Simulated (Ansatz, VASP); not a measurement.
# TeIrS (1T-IrSTe bilayer, like faces together) in two plane-wave programs

One calculation is typed for both programs; each brings its own data sets. How far apart do they land? The structure shown is the start of the Ansatz relaxation below; VASP solves that cell, so the two are compared at the walk's first step.

Program: Ansatz 0.2.0. Level of theory: plane waves, with VASP 6.6.1 beside it; single point at PBE with D3(BJ). Results are calculated unless marked as measured.

### Step 1. Starting point

The cell holds 6 atoms: 2 Te, 2 Ir and 2 S. Its edges and angles: a = 3.581 Å, b = 3.581 Å, c = 48.163 Å, α = 90.0°, β = 90.0°, γ = 120.0°. Vacuum lies along c.

### Step 2. Ansatz: relaxation, PBE with D3(BJ)

Ansatz runs on its default PAW (the set named soft_2) files.

The two programs are compared at the cell with which this relaxation starts, whose forces are those of its first step.

input.yaml reads:

```yaml
crystal:
  lattice:
    - [3.581057, 0.0, 0.0]
    - [-1.7905285, 3.1012863344, 0.0]
    - [0.0, 0.0, 48.1632172985]
  atoms:
    - { symbol: Te, position: [0.6666666667, 0.3333333333, 0.4111021047] }
    - { symbol: Ir, position: [0.0, 0.0, 0.4461468947], spin: 1.0 }
    - { symbol: S, position: [0.3333333333, 0.6666666667, 0.4688559012] }
    - { symbol: Te, position: [0.0, 0.0, 0.5888978953] }
    - { symbol: Ir, position: [0.3333333333, 0.6666666667, 0.5538531053], spin: 1.0 }
    - { symbol: S, position: [0.6666666667, 0.3333333333, 0.5311440988] }
  periodic: [true, true, false]
magnetization:
  spin_polarized: true
kpoints:
  mp_grid: { grid: [12, 12, 1] }
hamiltonian:
  xc: pbe
  dispersion: d3bj
scf:
  occupations: { method: fermi_dirac, width: 0.05 }
  convergence: { dr2_threshold: 1.0e-09 }
relax:
  f_tol: 0.004
  max_steps: 90
  cell: {}
output:
  write_potential: true
  write_density: true
  volumetric_format: npy
```

Run with:

```console
$ ansatz run input.yaml --threads 4 --pin off --max-ram 6144MiB --backend cpu --events-out ev --progress --plain --runs-dir out
```

Numbers of over 12 decimals in the logs are rounded to 6 here.

The program printed:

```text
Warning: relax.cell: scf.convergence.dr2_threshold = 1e-9 eV is looser than the 1.74118434375e-10 eV advised for a relaxation that steers and ends on the stress (1e-10 eV for each atom of the cell: 6, times the square of relax.cell.stress_2d_tol = 0.05 N/m over 18.6 Å (the atoms' height at the walk's start and 5 Å past either face), 2.693e-2 GPa, over a crystal's default 0.05). What an SCF threshold leaves in a stress goes as its square root, and in the free energy as the threshold itself, and one threshold admits the most on a small cell: [figures from the program's tests cut] Set scf.convergence.dr2_threshold to 1.74118434375e-10 eV or tighter. [rest of the remark cut]
Engine: ansatz 0.2.0, x86_64-unknown-linux-gnu
Pseudopotentials: kind: paw
Pseudopotential: Te, paw, valence charge 16, recommended cutoff 420 eV (normal), Te.paw.azcp
Pseudopotential: Ir, paw, valence charge 17, recommended cutoff 420 eV (normal), Ir.paw.azcp
Pseudopotential: S, paw, valence charge 6, recommended cutoff 420 eV (normal), S.paw.azcp
Functional definition: PBE
  parameter kappa = 0.804
  parameter beta = 0.066725
  exchange = pbe_x(kappa = kappa, mu = beta*pi^2/3)
  correlation = pbe_c(beta = beta)
Crystal: 6 atoms, lattice volume = 534.895 Å³
Basis set: ecut = 420 eV, 10271 PW (Γ), exchange–correlation on 48×48×648 points (8 copies of the dense FFT grid, shifted against one another)
Bands: 48, of which v1, the nominal top of the filled ones, is band 39 counted from 1 (38 counted from 0)
Symmetry: 6 space group operations
Space group: P3m1 (ITA 156), of the structure as read, at distance tolerance 8.1e-5 Å
Magnetic group: BNS 156.49 (UNI 1279), of the structure as read, at distance tolerance 8.1e-5 Å
k-points: 19 of 144 (time reversal used)
Non-local potential: Te, projectors of the file, l = 0: 2, l = 1: 2, l = 2: 2, l = 3: 2
Non-local potential: Ir, projectors of the file, l = 0: 3, l = 1: 2, l = 2: 2, l = 3: 1
Non-local potential: S, projectors of the file, l = 0: 2, l = 1: 2, l = 2: 2
PAW form: soft (Blöchl's): semilocal exchange-correlation on the pseudo side does not see the compensation charge
PAW one-centre angular grid: Te, 590 points (default); XC on 64 Gauss nodes
PAW one-centre angular grid: Ir, 590 points (default); XC on 64 Gauss nodes
PAW one-centre angular grid: S, 110 points (default); XC on 64 Gauss nodes
Initial density: superposition of atomic densities (neutral atoms: chi_scale 0, normalization atom)
Starting moments: Σ|m| = 2 μB on 2 of 6 sites
Initial wavefunctions: pseudopotential atomic-orbital guess
Functional: x = pbe(κ = 0.804, μ = 0.219515), c = pbe(β = 0.066725)
SCF iter   1: F=—  HF=-39636.584397 eV  |F-HF|=—  |Δ(HF+E_count)|=         —  Δρ=1.20e-2 (↑1.20e-2 ↓1.11e-2)  dr2=4.76e0  dr2_m=1.02e-1  M=1.356 μB ∫|m|=1.408 μB  β_m=0.30  ethr=3.10e-3  ⟨swp⟩=20.2  Hψ=13752  notcnv=0  defer=2
Mixer restart at iter 1: flushing history
preconditioner: auto → LDOS  [metal: Δε(μ)=0.032 eV  Ē_g=8.782 eV  σ=0.050 eV  W_gap=0.16  n_scr=30 (ndim 8)  ℏωp=10.4 eV  f_vac=0.734  D(μ)=4.43/eV (n_scr^D=18)]
spin=Collinear: LDOS preconditioning applied to the charge; magnetization (m = ρ↑ − ρ↓) channel mixes plain (no charge-response kernel on spin).
SCF iter   2: F=—  HF=-39636.946925 eV  |F-HF|=—  |Δ(HF+E_count)|=   3.63e-1  Δρ=8.97e-3 (↑8.97e-3 ↓8.39e-3)  dr2=2.17e0  dr2_m=8.15e-2  M=1.172 μB ∫|m|=1.219 μB  β_m=0.59  ethr=3.10e-3  ⟨swp⟩=2.4  Hψ=2345  notcnv=0  defer=121
SCF iter   3: F=—  HF=-39637.664173 eV  |F-HF|=—  |Δ(HF+E_count)|=   7.17e-1  Δρ=3.41e-3 (↑3.41e-3 ↓2.38e-3)  dr2=1.07e-1  dr2_m=3.38e-2  M=0.563 μB ∫|m|=0.610 μB  β_m=0.79  ethr=2.78e-3  ⟨swp⟩=3.2  Hψ=2626  notcnv=0  defer=121
SCF iter   4: F=—  HF=-39637.788456 eV  |F-HF|=—  |Δ(HF+E_count)|=         —  Δρ=1.99e-3 (↑1.80e-3 ↓1.99e-3)  dr2=6.54e-3  dr2_m=1.69e-2  M=0.088 μB ∫|m|=0.115 μB  β_m=0.79  ethr=1.38e-4  ⟨swp⟩=3.3  Hψ=3974  notcnv=0  defer=124
SCF iter   5: F=—  HF=-39637.787925 eV  |F-HF|=—  |Δ(HF+E_count)|=   5.30e-4  Δρ=4.32e-4 (↑4.32e-4 ↓4.25e-4)  dr2=6.09e-4  dr2_m=7.63e-4  M=0.029 μB ∫|m|=0.039 μB  β_m=0.88  ethr=8.39e-6  ⟨swp⟩=3.1  Hψ=3834  notcnv=0  defer=124
SCF iter   6: F=—  HF=-39637.788423 eV  |F-HF|=—  |Δ(HF+E_count)|=   4.97e-4  Δρ=1.48e-4 (↑1.08e-4 ↓1.48e-4)  dr2=5.59e-5  dr2_m=7.46e-5  M=0.010 μB ∫|m|=0.013 μB  β_m=0.93  ethr=7.80e-7  ⟨swp⟩=3.3  Hψ=4030  notcnv=0  defer=124
[...]
SCF iter  10: F=-39637.909513 eV  HF=-39637.909513 eV  |F-HF|=6.04e-10  |Δ(HF+E_count)|=  2.55e-10  Δρ=1.86e-8 (↑1.86e-8 ↓1.86e-8)  dr2=6.18e-12  dr2_m=3.13e-16  M=0.000 μB ∫|m|=0.000 μB  ethr=1.00e-12  ⟨swp⟩=7.0  Hψ=9256  notcnv=0
the starting moments were not kept: the SCF closed with an absolute magnetisation of 2.4e-8 μB, where they sum to 2 μB in size (2 sites). That is at most 0.1 of that sum. Measured as dr2_m measures the in/out step, that magnetisation stands 2.4e-17 eV from none, at or under the dr2_threshold of 1.0e-9 eV: it is no larger than a step whose dr2_m would equal this threshold.
SCF 8 converged in 10 iterations: F = -39637.909513 eV  dr2 = 6.18e-12
relax step   8: F+E_penalty+E_count = -39637.90951250 eV  Δ(F+E_penalty+E_count) = +1.483e-3 eV  max|allowed force component| = 2.163e-3 eV/Å  Δτ_max = 0.0000 Å  P = +0.010 N/m  Ω = 509.306 Å³  fix = [c, alpha, beta]  reactions: c +0.000 N/m  stress off target by 1.00e-2 N/m on what of the cell is left free  SCF on the basis re-selected at this cell (its energy is not comparable with the rows above)  (10 SCF iters)
basis re-selected at this cell: Δ(F+E_penalty+E_count) = +1.483e-3 eV, ΔP = +0.008 N/m vs the last step (what re-selecting the basis moved, of the pressure what is left beyond the Pulay correction that the steps carried, after the strain that the cell walked since its last selection, with what the two solves' SCF thresholds leave and, on support functions, any second-order correction that the steps lacked; it is no m [...]
WARN: The output density's exchange-correlation potential varies sharply where the density is thin. Do not read a vacuum level from v_tot or v_xc, or from such a field of the output density. On a cell that repeats whose density bears no net charge and no dipole along the vacuum's axis use v_es (v_loc + v_h of the components); under efield.dipole_correction with no amplitude use v_es + v_field, which holds any externa [...]
SCF converged after 10 iterations
an eigenvalue changed by more than its tolerance at an iteration that met the thresholds in force, so the SCF went on 1 time: the last check found none over its tolerance
Magnetization: 0.0000 μB (39.0000 up, 39.0000 down)
Absolute magnetization: 0.0000 μB (∫|ρ↑−ρ↓|, with the PAW one-centre terms)
Spin contamination: 0.0000 ħ² per cell (⟨S²⟩ above its minimum at these occupations)
Per-site moments (μB) at R_I (Å): [(-1.7028744856012953e-9, 1.143736), (5.555329940283016e-10, 0.952053), (1.243015854471901e-9, 0.952053), (9.877010592026839e-10, 1.140454), (2.7301907603512078e-9, 0.953604), (5.574730449641031e-10, 0.953604)]
Free energy (F): -39637.909513 eV
Harris-Foulkes:  -39637.909513 eV  (|F-HF|=6.04e-10)
Internal energy: -39637.895967 eV  (E = F + TS)
E sigma→0 (E₀):  -39637.902740 eV
Entropy (-TS):   -0.013546 eV (-2.258 meV/atom)
Fermi energy:    -4.326730 eV
--- Per-component energies (eV) ---
  E_band       = -2265.988875
  E_kinetic    = 1825.987340
  E_local      = -435108.039954  (includes V_loc(G=0)·N_el)
  E_nonlocal   = -416.135527
  E_hartree    = 216825.687163
  E_xc         = -978.795937
  E_vxc        = -983.443271  (∫ρ·V_xc dr)
  E_paw        = -28973.529481  (= ΣΔE_a)
  E_vpaw       = -1235.731511  (= ΣTr[D̂ρ^β])
  E_aug_tail   = -0.000248  (compensation charges beyond the density's cutoff)
  E_ewald      = 207189.350254
  E_disp       = -2.419576  (pairwise vdW)
  E_smearing   = -0.013546  (= −TS)
  E_closure    = -0.000000  (closes the sum)
  Σ components = -39637.909513   (vs F -39637.909513, Δ=0.00e0)
--- Forces (eV/Å), atoms counted from 1 ---
  atom   1  Te    -0.00000000    -0.00000000     0.00068192
  atom   2  Ir    -0.00000000    -0.00000000     0.00186760
  atom   3  S     -0.00000000    -0.00000000     0.00122811
  atom   4  Te    -0.00000000    -0.00000000    -0.00016268
  atom   5  Ir    -0.00000000    -0.00000000    -0.00145168
  atom   6  S      0.00000000     0.00000000    -0.00216321
  max |Σ_I F_I| component: 5.63e-8 eV/Å
--- 2D stress c σ (N/m, compression-positive) ---
        0.010008      -0.000000       0.000000
       -0.000000       0.010008       0.000000
        0.000000       0.000000       0.000000
  P = ½ c Tr σ = 0.0100 N/m
--- Band table (eV; the first three rows and the last of 38) ---
  k-point 0 ↑: bands = [... 35 lower, -4.0122, -3.8466, -3.8466, -3.6722, -3.6722, -1.2263, -1.2263, -1.0543, ... 5 higher]
  k-point 1 ↑: bands = [... 35 lower, -4.8359, -3.8737, -3.8400, -3.6650, -3.3378, -1.8412, -1.6612, -1.4164, ... 5 higher]
  k-point 2 ↑: bands = [... 35 lower, -5.5678, -4.1864, -3.9171, -3.7514, -3.7387, -2.6426, -2.2522, -1.7560, ... 5 higher]
  k-point 18 ↓: bands = [... 35 lower, -6.0572, -5.5737, -5.5674, -5.1897, -5.1383, -3.5720, -3.5063, -1.9517, ... 5 higher]
  the weakly bound empty levels are not read free of the cell's end (no_gap_told)
--- Relaxed structure (7 steps of the walk, 7 accepted, 1 SCFs on fresh bases) ---
  F+E_penalty+E_count = -39637.90951250 eV   max|allowed force component| = 2.163e-3 eV/Å   (the final SCF, on the basis selected at the relaxed cell)
  cell:  # Å, volume = 509.3055 Å³
    - [3.494348, -3.208881648224825e-18, 0]
    - [-1.747174, 3.026194, 0]
    - [0, 0, 48.1632172985]
  atoms:
    - { symbol: Te, position: [0.666667, 0.333333, 0.409298] }
    - { symbol: Ir, position: [1.3151813341632667e-18, 0, 0.448789] }
    - { symbol: S, position: [0.333333, 0.666667, 0.472065] }
    - { symbol: Te, position: [8.444351029478029e-19, 0, 0.590594] }
    - { symbol: Ir, position: [0.333333, 0.666667, 0.551345] }
    - { symbol: S, position: [0.666667, 0.333333, 0.527908] }
```

In the SCF lines HF is the Harris–Foulkes energy and dr2 the Hartree energy of the density residual, in eV; the loop may stop once dr2 is under the threshold and the program's other checks hold. Hψ counts applications of the Hamiltonian.

(Continued in part 2 of 2.)

[Lines on the potential files, build, host, timing and source positions are cut from VASP's logs without a mark.]

[Logs are printed without paths, hosts, clocks, repeated set-up lines and the standing remarks that a program may print on its own settings, such as how far it seeks lower states.]

[Hosts, paths, dates, database ids (printed as entryN), source tags and the programs' standing remarks are cut or masked in the printed files.]
